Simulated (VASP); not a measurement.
These are PBEsol GGA, VASP's PBE PAW potentials (set 64) (plane waves; VASP 6.6.1) values and carry that method's errors.

A VASP calculation is set up with these files.

### INCAR
```
# general
SYSTEM  = HfZr3C4
PREC    = Accurate
ENCUT   = 520
LREAL   = .FALSE.
LASPH   = .TRUE.

# electronic loop
EDIFF   = 1E-6
NELM    = 100
ALGO    = Normal
LMAXMIX = 6

# smearing
ISMEAR  = 1
SIGMA   = 0.1

# functional
GGA     = PS

# ions
IBRION  = 2
NSW     = 60
ISIF    = 3
EDIFFG  = -0.02

# output
LWAVE   = .FALSE.
LCHARG  = .FALSE.
```

POSCAR:
```
HfZr3C4
1.0
  4.6544083736   0.0000000000   0.0000000000
  0.0000000000   4.6544083736   0.0000000000
  0.0000000000   0.0000000000   4.6544083736
Zr C Hf
3 4 1
direct
  0.0000000000   0.0000000000   0.0000000000
  0.5000000000   0.5000000000   0.0000000000
  0.5000000000   0.0000000000   0.5000000000
  0.5000000000   0.5000000000   0.5000000000
  0.0000000000   0.0000000000   0.5000000000
  0.0000000000   0.5000000000   0.0000000000
  0.5000000000   0.0000000000   0.0000000000
  0.0000000000   0.5000000000   0.5000000000
```

File KPOINTS:
```
Automatic mesh
0
Gamma
6 6 6
0 0 0
```

POTCAR, in this order: Zr_sv C Hf_pv (PBE.64 set). Program: vasp_std.

Output of the run:

File OUTCAR:
```
 ion  position               nearest neighbor table
   1  0.000  0.000  0.000-   5 2.33   6 2.33   7 2.33   5 2.33   6 2.33   7 2.33   3 3.29   3 3.29
                             8 3.29   2 3.29   2 3.29   8 3.29   8 3.29   2 3.29   3 3.29   8 3.29
   2  0.500  0.500  0.000-   4 2.33   6 2.33   7 2.33   4 2.33   7 2.33   6 2.33   3 3.29   3 3.29
                             8 3.29   1 3.29   3 3.29   1 3.29   3 3.29   1 3.29   8 3.29   8 3.29
   3  0.500  0.000  0.500-   4 2.33   5 2.33   7 2.33   7 2.33   4 2.33   5 2.33   1 3.29   2 3.29
                             2 3.29   2 3.29   1 3.29   8 3.29   2 3.29   1 3.29   8 3.29   8 3.29
   4  0.500  0.500  0.500-   2 2.33   3 2.33   8 2.33   2 2.33   3 2.33   8 2.33
   5  0.000  0.000  0.500-   1 2.33   3 2.33   8 2.33   1 2.33   8 2.33   3 2.33
   6  0.000  0.500  0.000-   1 2.33   2 2.33   8 2.33   8 2.33   1 2.33   2 2.33
   7  0.500  0.000  0.000-   1 2.33   2 2.33   3 2.33   3 2.33   2 2.33   1 2.33
   8  0.000  0.500  0.500-   4 2.33   5 2.33   6 2.33   6 2.33   5 2.33   4 2.33   1 3.29   2 3.29
                             1 3.29   1 3.29   3 3.29   2 3.29   1 3.29   2 3.29   3 3.29   3 3.29
  LATTYP: Found a simple cubic cell.
 ALAT       =     4.6544083736
 Subroutine PRICEL returns:
 Original cell was already a primitive cell.
 Subroutine GETGRP returns: Found 48 space group operations
The static configuration has the point symmetry D_4h.
 The point group associated with its full space group is O_h .
The dynamic configuration has the point symmetry D_4h.
 Subroutine INISYM returns: Found 48 space group operations
 Subroutine IBZKPT returns following result:
 Found     20 irreducible k-points:

...
```

File OSZICAR:
```
       N       E                     dE             d eps       ncg     rms          rms(c)
DAV:   1     0.511974502357E+03    0.51197E+03   -0.33679E+04  1480   0.168E+03
DAV:   2    -0.499889276761E+02   -0.56196E+03   -0.54617E+03  1759   0.451E+02
DAV:   3    -0.940157934913E+02   -0.44027E+02   -0.42925E+02  2296   0.995E+01
DAV:   4    -0.962934301775E+02   -0.22776E+01   -0.22711E+01  2142   0.211E+01
DAV:   5    -0.963815665890E+02   -0.88136E-01   -0.88127E-01  2101   0.352E+00    0.705E+01
DAV:   6    -0.842331547302E+02    0.12148E+02   -0.87560E+01  1693   0.331E+01    0.430E+01
DAV:   7    -0.839601898069E+02    0.27296E+00   -0.55838E+00  1925   0.937E+00    0.278E+01
DAV:   8    -0.839551288159E+02    0.50610E-02   -0.51905E-01  2002   0.384E+00    0.624E+00
DAV:   9    -0.839284983791E+02    0.26630E-01   -0.16578E-01  1769   0.154E+00    0.277E+00
DAV:  10    -0.839279675263E+02    0.53085E-03   -0.92426E-03  1869   0.614E-01    0.106E+00
DAV:  11    -0.839277489050E+02    0.21862E-03   -0.23341E-03  1960   0.235E-01    0.161E-01
DAV:  12    -0.839277345654E+02    0.14340E-04   -0.13500E-04  1932   0.575E-02    0.290E-02
DAV:  13    -0.839277282789E+02    0.62865E-05   -0.31232E-05  2052   0.246E-02    0.128E-02
DAV:  14    -0.839277292333E+02   -0.95444E-06   -0.38684E-06  1432   0.135E-02
   1 F= -.83927729E+02 E0= -.83927668E+02  d E =-.839277E+02
```

### OUTCAR
```
------------------------ aborting loop because EDIFF is reached ----------------------------------------
  FORCE on cell =-STRESS in cart. coord.  units (eV):
  Direction    XX          YY          ZZ          XY          YZ          ZX
  --------------------------------------------------------------------------------------
  Total        0.0522679      0.0522679      0.0522679     -0.0000000      0.0000000      0.0000000
  in kB        0.8305245      0.8305245      0.8305245     -0.0000000      0.0000000      0.0000000
  external PRESSURE =       0.8305245 kB  Pullay stress =       0.0000000 kB
  volume of cell :      100.83
      direct lattice vectors                 reciprocal lattice vectors
     4.654408374  0.000000000  0.000000000     0.214850078  0.000000000  0.000000000
     0.000000000  4.654408374  0.000000000     0.000000000  0.214850078  0.000000000
     0.000000000  0.000000000  4.654408374     0.000000000  0.000000000  0.214850078
 POSITION                                       TOTAL-FORCE (eV/Angst)
 -----------------------------------------------------------------------------------
      0.00000      0.00000      0.00000         0.000000      0.000000      0.000000
      2.32720      2.32720      0.00000         0.000000      0.000000      0.000000
      2.32720      0.00000      2.32720         0.000000      0.000000      0.000000
      2.32720      2.32720      2.32720         0.000000      0.000000      0.000000
      0.00000      0.00000      2.32720         0.000000      0.000000      0.000000
      0.00000      2.32720      0.00000         0.000000      0.000000      0.000000
      2.32720      0.00000      0.00000         0.000000      0.000000      0.000000
      0.00000      2.32720      2.32720         0.000000      0.000000      0.000000
 -----------------------------------------------------------------------------------
    total drift:                                0.000000      0.000000      0.000000
  FREE ENERGIE OF THE ION-ELECTRON SYSTEM (eV)
  ---------------------------------------------------
  free  energy   TOTEN  =       -83.9277292333 eV

  energy  without entropy=      -83.9275457004  energy(sigma->0) =      -83.92766806

 reached required accuracy - stopping structural energy minimisation
```
(Selected blocks of OUTCAR.)

The structure was generated: HfZr3C4 was put into an ordered model structure (Pm-3m), which need not be its known phase. It was relaxed first. The start is the result of an earlier pass.
